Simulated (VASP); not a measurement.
# Na3AlO3 (Pm-3m) in VASP: notebook

Runs on Na3AlO3. Level: PBE. Tasks: relaxation of cell and atoms.

Program: VASP 6.6.1. These are calculated values, not measurements. Logs are shortened: lines on timing, memory, paths and dates and some standing lists are left out, and cuts for length are marked.

## 1. Starting point

It takes space group Pm-3m (No. 221, cubic). The conventional cell has a = 4.630 Å, b = 4.630 Å, c = 4.630 Å, α = 90.00°, β = 90.00°, γ = 90.00°. Around Na (site symmetry 4/mmm) lie 4 O at 2.31 Å. Around Al (site symmetry m-3m) lie 6 O at 2.31 Å. O (site symmetry 4/mmm) has 4 Na at 2.31 Å and 2 Al at 2.31 Å as nearest neighbours.

The cell was built by a generator and needn't be a form met in nature.

## 2. Relaxation of cell and atoms, PBE

Input file INCAR:

```
PREC     = Normal         # precision mode
ENCUT    = 520            # plane-wave cutoff, eV
EDIFF    = 1E-4           # SCF threshold, eV
ISMEAR   = 0              # smearing method
SIGMA    = 0.15           # smearing width, eV
LREAL    = False          # projectors in reciprocal space
LASPH    = True           # aspherical terms in the spheres
NELM     = 60             # most SCF steps
ALGO     = Fast           # electronic algorithm
ISIF     = 3              # what is computed and relaxed
LWAVE    = False          # write WAVECAR
LCHARG   = False          # write CHGCAR
GGA      = PE             # functional
IBRION   = 2              # ionic algorithm
NSW      = 24             # ionic steps
EDIFFG   = -0.08          # ionic threshold
```

Input file KPOINTS:

```
Automatic mesh
0
Gamma
  3 3 3
```

Input file POSCAR:

```
Na3AlO3
1.0
    4.6300000000      0.0000000000      0.0000000000
    0.0000000000      4.6300000000      0.0000000000
    0.0000000000      0.0000000000      4.6300000000
Na Al O
3 1 3
Direct
    0.5000000000      0.0000000000      0.5000000000
    0.5000000000      0.5000000000      0.0000000000
    0.0000000000      0.5000000000      0.5000000000
    0.0000000000      0.0000000000      0.0000000000
    0.5000000000      0.0000000000      0.0000000000
    0.0000000000      0.5000000000      0.0000000000
    0.0000000000      0.0000000000      0.5000000000
```

Potentials or basis: VASP PAW PBE potentials, release 64 (Na_pv, Al, O).

On the command line:

```bash
$ cat potpaw_PBE.64/Na_pv/POTCAR potpaw_PBE.64/Al/POTCAR potpaw_PBE.64/O/POTCAR > POTCAR
$ mpirun -np 4 vasp_std > vasp.out
```

OUTCAR:

```text
PREC = Normal
   ENCUT = 520
   EDIFF = 1E-4
   ISMEAR = 0
   LREAL = False
   LASPH = True
   NELM = 60
   ISIF = 3
   GGA = PE
   IBRION = 2
   NSW = 24
   EDIFFG = -0.08

 ion  position               nearest neighbor table
   1  0.500  0.000  0.500-   5 2.31   7 2.31   5 2.31   7 2.31
   2  0.500  0.500  0.000-   5 2.31   6 2.31   5 2.31   6 2.31
   3  0.000  0.500  0.500-   6 2.31   7 2.31   6 2.31   7 2.31
   4  0.000  0.000  0.000-   5 2.31   6 2.31   7 2.31   7 2.31   6 2.31   5 2.31
   5  0.500  0.000  0.000-   1 2.31   2 2.31   4 2.31   1 2.31   2 2.31   4 2.31
   6  0.000  0.500  0.000-   2 2.31   3 2.31   4 2.31   3 2.31   4 2.31   2 2.31
   7  0.000  0.000  0.500-   1 2.31   3 2.31   4 2.31   4 2.31   3 2.31   1 2.31

  LATTYP: Found a simple cubic cell.
 ALAT       =     4.6300000000

  Lattice vectors:

 A1 = (   4.6300000000,   0.0000000000,   0.0000000000)
 A2 = (   0.0000000000,   4.6300000000,   0.0000000000)
 A3 = (   0.0000000000,   0.0000000000,   4.6300000000)

Analysis of symmetry for initial positions (statically):
=====================================================================
 Subroutine PRICEL returns:
 Original cell was already a primitive cell.

 Routine SETGRP: Setting up the symmetry group for a
 simple cubic supercell.

 Subroutine GETGRP returns: Found 48 space group operations
 (whereof 48 operations were pure point group operations)
 out of a pool of 48 trial point group operations.

The static configuration has the point symmetry O_h .

Analysis of symmetry for dynamics (positions and initial velocities):
=====================================================================
 Subroutine PRICEL returns:
 Original cell was already a primitive cell.

 Routine SETGRP: Setting up the symmetry group for a
 simple cubic supercell.

 Subroutine GETGRP returns: Found 48 space group operations
 (whereof 48 operations were pure point group operations)
 out of a pool of 48 trial point group operations.

The dynamic configuration has the point symmetry O_h .

 Subroutine INISYM returns: Found 48 space group operations
 (whereof 48 operations are pure point group operations),
 and found     1 'primitive' translations

----------------------------------------------------------------------------------------

                                     Primitive cell

  volume of cell :      99.2528

  direct lattice vectors                    reciprocal lattice vectors
     4.630000000  0.000000000  0.000000000     0.215982721  0.000000000  0.000000000
     0.000000000  4.630000000  0.000000000     0.000000000  0.215982721  0.000000000
     0.000000000  0.000000000  4.630000000     0.000000000  0.000000000  0.215982721

  length of vectors
     4.630000000  4.630000000  4.630000000     0.215982721  0.215982721  0.215982721

  position of ions in fractional coordinates (direct lattice)
     0.500000000  0.000000000  0.500000000
     0.500000000  0.500000000  0.000000000
     0.000000000  0.500000000  0.500000000
     0.000000000  0.000000000  0.000000000
     0.500000000  0.000000000  0.000000000
     0.000000000  0.500000000  0.000000000
     0.000000000  0.000000000  0.500000000

  ion indices of the primitive-cell ions
   primitive index   ion index
                 1           1
                 2           2
                 3           3
                 4           4
                 5           5
                 6           6
                 7           7

----------------------------------------------------------------------------------------

 KPOINTS: Automatic mesh

Automatic generation of k-mesh.
 Grid dimensions read from file:
 generate k-points for:    3    3    3

 Generating k-lattice:

  Cartesian coordinates                     Fractional coordinates (reciprocal lattice)
     0.071994240  0.000000000  0.000000000     0.333333333  0.000000000  0.000000000
     0.000000000  0.071994240  0.000000000     0.000000000  0.333333333  0.000000000
     0.000000000  0.000000000  0.071994240     0.000000000  0.000000000  0.333333333

  Length of vectors
     0.071994240  0.071994240  0.071994240

  Shift w.r.t. Gamma in fractional coordinates (k-lattice)
     0.000000000  0.000000000  0.000000000

 Subroutine IBZKPT returns following result:
 ===========================================

 Found      4 irreducible k-points:

 Following reciprocal coordinates:
            Coordinates               Weight
  0.000000  0.000000  0.000000      1.000000
  0.333333  0.000000  0.000000      6.000000
  0.333333  0.333333  0.000000     12.000000
  0.333333  0.333333  0.333333      8.000000
   k-points           NKPTS =      4   k-points in BZ     NKDIM =      4   number of bands    NBANDS=     28
   number of dos      NEDOS =    301   number of ions     NIONS =      7
   total plane-waves  NPLWV =  21952
   dimension x,y,z NGX =    28 NGY =   28 NGZ =   28
   dimension x,y,z NGXF=    56 NGYF=   56 NGZF=   56
   ions per type =               3   1   3
   NGX,Y,Z   is equivalent  to a cutoff of  10.05, 10.05, 10.05 a.u.
   NGXF,Y,Z  is equivalent  to a cutoff of  20.11, 20.11, 20.11 a.u.
 SYSTEM =  unknown system
   PREC   = normal    normal or accurate (medium, high low for compatibility)
   ISTART =      0    job   : 0-new  1-cont  2-samecut
   ICHARG =      2    charge: 1-file 2-atom 10-const
   ISPIN  =      1    spin polarized calculation?
   LNONCOLLINEAR =      F non collinear calculations
   LSORBIT =      F    spin-orbit coupling
   LASPH  =      T    aspherical Exc in radial PAW
   ENCUT  =  520.0 eV  38.22 Ry    6.18 a.u.   8.61  8.61  8.61*2*pi/ulx,y,z
   NELM   =     60;   NELMIN=  2; NELMDL= -5     # of ELM steps
   EDIFF  = 0.1E-03   stopping-criterion for ELM
   LREAL  =      F    real-space projection
   EDIFFG = -.8E-01   stopping-criterion for IOM
   NSW    =     24    number of steps for IOM
   IBRION =      2    ionic relax: 0-MD 1-quasi-New 2-CG
   NFREE  =      1    steps in history (QN), initial steepest desc. (CG)
   ISIF   =      3    stress and relaxation
   ISYM   =      2    0-nonsym 1-usesym 2-fastsym
   POTIM  = 0.5000    time-step for ionic-motion
   TEBEG  =    0.0;   TEEND  =   0.0 temperature during run
   PSTRESS=    0.0 pullay stress
   NELECT =      42.0000    total number of electrons
   NUPDOWN=      -1.0000    fix difference up-down
   EMIN   =  10.00;   EMAX   =-10.00  energy-range for DOS
   EFERMI =   0.00;   METHOD = LEGACY
   ISMEAR =     0;   SIGMA  =   0.15  broadening in eV -4-tet -1-fermi 0-gaus
   EFERMI_NEDOS =   21; number of points for ismear=-14 and -15
   IALGO  =     68    algorithm
   IMIX   =      4    mixing-type and parameters
     AMIX     =   0.40;   BMIX     =  1.00
     AMIX_MAG =   1.60;   BMIX_MAG =  1.00
  volume/ion in A,a.u.               =      14.18        95.68
  Fermi-wavevector in a.u.,A,eV,Ry     =   1.229071  2.322607 20.553169  1.510615
  Thomas-Fermi vector in A             =   2.363972
   LORBIT       =      0    0 simple, 1 ext, 2 COOP (PROOUT), +10 PAW based schemes
   GGA     = PE    functional components
   LHFCALC =     F    Hartree Fock is set to
   AEXX    =    0.0000 exact exchange contribution
   IVDW    =     0    specifies the selected vdW correction
   LEPSILON=     F    determine dielectric tensor
   LRPA    =     F    only Hartree local field effects (RPA)
 conjugate gradient relaxation of ions
 non-spin polarized calculation
 RMM-DIIS sequential band-by-band and
 Gauss-broadening in eV      SIGMA  =   0.15
  energy-cutoff  :      520.00
  volume of cell :       99.25
 maximum number of plane-waves:      2721
   NGX = 17   NGY = 17   NGZ = 17

--------------------------------------- Ionic step        1  -------------------------------------------

 number of electron      42.0000084 magnetization

 Free energy of the ion-electron system (eV)
  ---------------------------------------------------
  ext. energy  EPLUGINS =         0.00000000
  ---------------------------------------------------
  free energy    TOTEN  =       -32.98911939 eV

  energy without entropy =      -32.98756386  energy(sigma->0) =      -32.98834163

------------------------ aborting loop because EDIFF is reached ----------------------------------------

  FORCE on cell =-STRESS in cart. coord.  units (eV):
  Direction    XX          YY          ZZ          XY          YZ          ZX
  --------------------------------------------------------------------------------------
  -------------------------------------------------------------------------------------
  Total       -7.1652405     -7.1652405     -7.1652405      0.0000000     -0.0000000      0.0000000
  in kB     -115.6640471   -115.6640471   -115.6640471      0.0000000     -0.0000000      0.0000000
  external PRESSURE =    -115.6640471 kB  Pullay stress =       0.0000000 kB
[... 108 lines left out ...]
  energy  without entropy=      -33.7271558774  energy(sigma->0) =      -33.72715588

--------------------------------------- Ionic step        4  -------------------------------------------

 number of electron      41.9999980 magnetization

 Free energy of the ion-electron system (eV)
  ---------------------------------------------------
  ext. energy  EPLUGINS =         0.00000000
  ---------------------------------------------------
  free energy    TOTEN  =       -33.75032763 eV

  energy without entropy =      -33.75032763  energy(sigma->0) =      -33.75032763

 E-fermi :   2.9917     XC(G=0):  -9.8659

 val. band max:        2.2938293813   @ k =   0.3333   0.3333   0.3333
 cond. band min:       4.0853329304   @ k =   0.0000   0.0000   0.0000
 fundamental gap:      1.7915035490
 Fermi energy:         2.9917288682

 k-point     1 :       0.0000    0.0000    0.0000
  band No.  band energies     occupation
      1     -18.9352      2.00000
      2     -18.9352      2.00000
      3     -18.9352      2.00000
      4     -18.6403      2.00000
      5     -18.6403      2.00000
      6     -18.6403      2.00000
[... 147 lines left out ...]
  FREE ENERGIE OF THE ION-ELECTRON SYSTEM (eV)
  ---------------------------------------------------
  free  energy   TOTEN  =       -33.7503276334 eV

  energy  without entropy=      -33.7503276334  energy(sigma->0) =      -33.75032763

 reached required accuracy - stopping structural energy minimisation
```

It took 7.4 s on 4 MPI ranks of AMD EPYC 7R13 (Zen 3), shared host; peak memory 0.1 GiB.

What came out:

```yaml
Free_energy: -33.7503 eV
Relaxed_volume: 11.66 Å³/atom
Relaxed_cell: a = 4.338 Å, b = 4.338 Å, c = 4.338 Å, α = 90.00°, β = 90.00°, γ = 90.00°
Space_group_after_relaxing_to_0.05_Å: Pm-3m (No. 221)
Energy_gained_by_relaxing: 108.7 meV/atom
Ionic_steps: 4
Pressure_after_relaxing: 0.2 GPa
Band_gap_on_the_k_mesh: 1.79 eV, indirect (least direct gap 1.92 eV)
```

Step by step:
```csv
step,energy change (eV),largest force (eV/Å),pressure (GPa),volume (Å³)
1,0.0000,0.0000,-11.57,99.25
2,-0.7249,0.0000,-4.60,85.26
3,-0.7380,0.0000,2.97,79.46
4,-0.7612,0.0000,0.20,81.61
```

Final structure:
```xyz
7
Lattice="4.3376 0.0000 0.0000 0.0000 4.3376 0.0000 0.0000 0.0000 4.3376" Properties=species:S:1:pos:R:3 pbc="T T T"
Na    2.1688    0.0000    2.1688
Na    2.1688    2.1688    0.0000
Na    0.0000    2.1688    2.1688
Al    0.0000    0.0000    0.0000
O     2.1688    0.0000    0.0000
O     0.0000    2.1688    0.0000
O     0.0000    0.0000    2.1688
```

Caveat: the k mesh is coarse (spacing up to 0.45 Å⁻¹), so the values aren't converged; the volume moved by over 15 % at a fixed basis, so the end points are rough; an odd mesh through Γ misses points on the zone boundary, where band edges often lie; the relaxation stopped at a loose force limit of 0.08 eV/Å, so its end isn't a converged minimum.

## 3. Relaxation of cell and atoms, PBE

This run uses another cell than the first one, of 17.60 Å³/atom, 1.242 times its volume.

INCAR is that of step 2.

KPOINTS is that of step 2.

Input file POSCAR:

```
Na3AlO3
1.0
    2.8069152300     -4.3876373400      0.0000000000
    2.8069152300      4.3876373400      0.0000000000
    0.0000000000      0.0000000000      5.0030776200
Na Al O
3 1 3
Direct
    0.0000000000      0.5000000000      0.0000000000
    0.5000000000      0.0000000000      0.0000000000
    0.5000000000      0.5000000000      0.0000000000
    0.5000000000      0.5000000000      0.5000000000
    0.0000000000      0.5000000000      0.5000000000
    0.5000000000      0.0000000000      0.5000000000
    0.0000000000      0.0000000000      0.5000000000
```

Potentials or basis: VASP PAW PBE potentials, release 64 (Na_pv, Al, O).

On the command line:

```bash
$ cat potpaw_PBE.64/Na_pv/POTCAR potpaw_PBE.64/Al/POTCAR potpaw_PBE.64/O/POTCAR > POTCAR
$ mpirun -np 4 vasp_std > vasp.out
```

It took 50 s on 4 MPI ranks of AMD EPYC 7R13 (Zen 3), shared host; peak memory 0.1 GiB.

The run converged. Its results:

```
Free energy                            : -20.2926 eV
Relaxed volume                         : 15.32 Å³/atom
Relaxed cell                           : a = 4.691 Å, b = 4.691 Å, c = 4.890 Å, α = 90.00°, β = 90.00°, γ = 94.90°
Space group after relaxing (to 0.05 Å) : Cmmm (No. 65)
Energy gained by relaxing              : 69.3 meV/atom
Ionic steps                            : 18
Pressure after relaxing                : 0.2 GPa
Band gap on the k mesh                 : none (metal or under the smearing width)
```

Stress tensor (GPa, compression positive):
```
 0.25  0.00  0.00
 0.00  0.44  0.00
 0.00  0.00 -0.14
```

The path:
```tsv
step	energy change (eV)	largest force (eV/Å)	pressure (GPa)	volume (Å³)
1	0.0000	0.0000	-4.43	123.23
2	-0.1790	0.0000	-2.26	114.75
3	-0.2187	0.0000	0.13	107.93
4	-0.2201	0.0000	-0.26	108.73
5	-0.2530	0.0000	0.22	107.15
6	-0.2712	0.0000	0.67	105.07
7	-0.3018	0.0000	0.34	105.62
8	-0.3801	0.0000	-0.06	107.01
9	-0.3898	0.0000	-0.79	108.60
10	-0.4101	0.0000	-0.45	108.18
11	-0.4317	0.0000	-0.58	108.31
12	-0.4706	0.0000	-0.50	108.51
13	-0.4322	0.0000	-0.36	108.16
14	-0.4758	0.0000	-0.29	108.51
15	-0.4757	0.0000	-0.34	108.51
16	-0.4760	0.0000	-0.34	108.51
17	-0.4806	0.0000	-0.10	108.08
18	-0.4849	0.0000	0.18	107.22
```

Final structure:
```xyz
7
Lattice="3.1723 -3.4560 0.0000 3.1723 3.4560 0.0000 0.0000 0.0000 4.8899" Properties=species:S:1:pos:R:3 pbc="T T T"
Na    1.5862    1.7280    0.0000
Na    1.5862   -1.7280    0.0000
Na    3.1723    0.0000    0.0000
Al    3.1723    0.0000    2.4449
O     1.5862    1.7280    2.4449
O     1.5862   -1.7280    2.4449
O     0.0000    0.0000    2.4449
```

Levels at points of the mesh, in eV from the Fermi level:
| k point | band 19 | band 20 | band 21 | band 22 | band 23 | band 24 |
| --- | --- | --- | --- | --- | --- | --- |
| (0.00, 0.00, 0.00) | -2.22 | -0.68 | 1.04 | 1.13 | 1.20 | 2.12 |

Caveat: the k mesh is coarse (spacing up to 0.44 Å⁻¹), so the values aren't converged; the relaxation stopped at a loose force limit of 0.08 eV/Å, so its end isn't a converged minimum.
